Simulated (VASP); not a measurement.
# Mo: input slips in a relaxation and what they do, part 2 of 2

Aim: see how common mistakes in a VASP relaxation show up, on Mo. The starting structure is a measured crystal structure from the Crystallography Open Database. The first relaxation on each setting starts from this cell expanded by 3 % in volume.

VASP 6.6.1.

Results so far: reference 15.36 Å³ an atom; a loose energy criterion for the relaxation 15.40 Å³ an atom; the cell held fixed (ISIF = 2) 16.05 Å³ an atom.

## Step 5: Relaxation with a cutoff far too low

Level of this step: PBEsol; plane waves and PAW (Mo_sv) (VASP).

A slip made on purpose: a cutoff far too low. Against step 2 the input has PREC = Normal and ENCUT = 130 (also changed: NELM).

File INCAR:

```
SYSTEM = Mo
PREC = Normal
ENCUT = 130
EDIFF = 1E-06
NELM = 60
ISMEAR = 1
SIGMA = 0.15
LREAL = .FALSE.
ALGO = Normal
GGA = PS
NBANDS = 13
LASPH = .TRUE.
LORBIT = 11
LWAVE = .FALSE.
LCHARG = .FALSE.
KPAR = 8
IBRION = 2
NSW = 50
ISIF = 3
EDIFFG = -0.006
```

File POSCAR:

```
Mo
1.0
   -1.5889943795      1.5889943795      1.5889943795
    1.5889943795     -1.5889943795      1.5889943795
    1.5889943795      1.5889943795     -1.5889943795
Mo
1
Direct
    0.0000000000      0.0000000000      0.0000000000
```

File KPOINTS:

```
Automatic mesh
0
Gamma
20 20 20
0 0 0
```

The projector-augmented-wave data sets are Mo_sv (PBE family, release 64).

Launch:

```bash
> mpirun -np 8 vasp_std
```

The program printed:

```text
[... set-up lines as in an earlier step ...]
 entering main loop
       N       E                     dE             d eps       ncg     rms          rms(c)
DAV:   1     0.129320297539E+02    0.12932E+02   -0.35723E+03  7998   0.402E+02
DAV:   2    -0.841509356962E+01   -0.21347E+02   -0.20704E+02  7861   0.111E+02
DAV:   3    -0.851407535959E+01   -0.98982E-01   -0.98964E-01  7046   0.639E+00
DAV:   4    -0.851408537945E+01   -0.10020E-04   -0.10020E-04  7481   0.759E-02
[...]
DAV:  10    -0.320495699593E+01    0.25179E-04   -0.97301E-06  6921   0.322E-02    0.415E-02
DAV:  11    -0.320495163480E+01    0.53611E-05   -0.38496E-07  3593   0.613E-03    0.330E-02
DAV:  12    -0.320495073621E+01    0.89859E-06   -0.52666E-09  3343   0.723E-04
   1 F= -.32049507E+01 E0= -.32050242E+01  d E =-.320495E+01
[...]
-----------------------------------------------------------------------------
|                                                                             |
|     EEEEEEE  RRRRRR   RRRRRR   OOOOOOO  RRRRRR      ###     ###     ###     |
[...]
|     E        R    R   R    R   O     O  R    R      ###     ###     ###     |
|     EEEEEEE  R     R  R     R  OOOOOOO  R     R     ###     ###     ###     |
|                                                                             |
|     Orbital orthonormalization failed in the inversion of matrix            |
|     LAPACK: Routine ZPOTRF failed! kpoint: 1 spin: 1                        |
|                                                                             |
|     Possible solutions for this issue are:                                  |
|     - Please check whether the atoms are too close to each other.           |
|     - Decreasing POTIM might help during relaxations or MDs.                |
|     - Deleting CHGCAR or WAVECAR if incompatible with the structure.        |
|     - Try calculating without symmetrizing (ISYM = 0 or ISYM = -1).         |
|     - As last resort: using a different PAW for some of the atoms.          |
|                                                                             |
|       ---->  I REFUSE TO CONTINUE WITH THIS SICK JOB ... BYE!!! <----       |
|                                                                             |
 -----------------------------------------------------------------------------

1
1
1
1
1
1
1
1
```

Run time: 8.6 s. Hardware: 8 MPI ranks of Intel Xeon Platinum 8488C (Sapphire Rapids), shared host.

VASP stopped with this message: “Orbital orthonormalization failed in the inversion of matrix LAPACK: Routine ZPOTRF failed! kpoint: 1 spin: 1”.

## Step 6: Relaxation with a leftover external pressure of 100 kbar

A slip made on purpose: a leftover external pressure of 100 kbar. Against step 2 the input has PSTRESS = 100 (also changed: NELM).

Changes to INCAR since step 5:

```diff
@@ -1,4 +1,4 @@
 SYSTEM = Mo
-PREC = Normal
-ENCUT = 130
+PREC = Accurate
+ENCUT = 450
 EDIFF = 1E-06
@@ -20 +20,2 @@
 EDIFFG = -0.006
+PSTRESS = 100
```

POSCAR is that of step 5.

KPOINTS is that of step 5.

Launch:

```bash
> mpirun -np 8 vasp_std
```

The program printed:

```text
[... set-up lines as in an earlier step ...]
 entering main loop
       N       E                     dE             d eps       ncg     rms          rms(c)
[... 11 cycles as in an earlier step ...]
   1 F= -.10753444E+02 E0= -.10753375E+02  d E =-.107534E+02
[...]
2 F= -.97503315E+01 E0= -.97502693E+01  d E =0.100311E+01
[...]
3 F= -.10836785E+02 E0= -.10836587E+02  d E =-.833412E-01
[...]
4 F= -.10837653E+02 E0= -.10837452E+02  d E =-.842093E-01
[...]
5 F= -.10837706E+02 E0= -.10837505E+02  d E =-.842628E-01
[...]
reached required accuracy - stopping structural energy minimisation
```

Wall time 20 s (8 MPI ranks); peak memory 1.3 GiB; 2.5 min of CPU time.

From OUTCAR (step 6):

```text
  Total        0.9278229      0.9278229      0.9278229      0.0000000     -0.0000000      0.0000000
  in kB      100.0354171    100.0354171    100.0354171      0.0000000     -0.0000000      0.0000000
  external PRESSURE =       0.0354171 kB  Pullay stress =     100.0000000 kB

 POSITION                                       TOTAL-FORCE (eV/Angst)
 -----------------------------------------------------------------------------------
      0.00000      0.00000      0.00000        -0.000000     -0.000000      0.000000
 -----------------------------------------------------------------------------------
    total drift:                                0.000000     -0.000000      0.000000

  FREE ENERGIE OF THE ION-ELECTRON SYSTEM (eV)
  ---------------------------------------------------
  free  energy   TOTEN  =       -11.7652008446 eV

  energy  without entropy=      -11.7645968592  energy(sigma->0) =      -11.76499952

[... 2 parts as in an earlier step ...]

[... 2 further parts left out ...]
[key lines of the parts left out:]
E-fermi :  13.3198
```

With a leftover external pressure of 100 kbar the cell ends at 14.860 Å³ an atom, -3.22 % from the reference.

## Step 7: All runs side by side

```csv
run,ended,volume (Å³/atom),change (%),bulk modulus (GPa),pressure left (GPa),core minutes
reference,converged,15.355,-,281.7,0.04,5.33
a loose energy criterion for the relaxation,converged,15.395,0.26,-,-0.64,1.89
the cell held fixed (ISIF = 2),converged,16.048,4.51,-,-11.34,0.773
a cutoff far too low,stopped by VASP,-,-,-,-,1.15
a leftover external pressure of 100 kbar,converged,14.86,-3.22,-,10.0,2.61
```

Core minutes are wall time times ranks, summed over the relaxations behind a row (those for a bulk modulus apart), on shared hosts.

## Step 8: Results

| Item | Value |
| --- | --- |
| volume of the reference | 15.36 Å³/atom |
| volume against the reference, a loose energy criterion for the relaxation | +0.26 % |
| volume against the reference, the cell held fixed (ISIF = 2) | +4.51 % |
| volume against the reference, a leftover external pressure of 100 kbar | -3.22 % |
| run with a cutoff far too low | stopped by VASP |

VASP stopped by itself in the run with a cutoff far too low. Finished, but with signs in the output that stand out against the reference: a loose energy criterion for the relaxation, with the volume changed by +0.3 % (signs: a stress of up to 0.6 GPa and an energy that rises by up to 0.2 eV an atom on the way); the cell held fixed (ISIF = 2), with the volume kept at the input's, +4.5 % from the reference (signs: a stress of up to 11.3 GPa); a leftover external pressure of 100 kbar, with the volume changed by -3.2 % (signs: the Pulay stress that OUTCAR prints, which here is the typed pressure and an energy that rises by up to 1.0 eV an atom on the way). The reference was restarted once and the runs with a slip weren't, so their cells may not have settled fully. Further runs on this material are not shown.

[Lines on the potential files, build, host, timing and source positions are cut from VASP's logs without a mark.]

[Logs are printed without paths, hosts, clocks, repeated set-up lines and the standing remarks that a program may print on its own settings, such as how far it seeks lower states.]

[Hosts, paths, dates, database ids (printed as entryN), source tags and the programs' standing remarks are cut or masked in the printed files.]
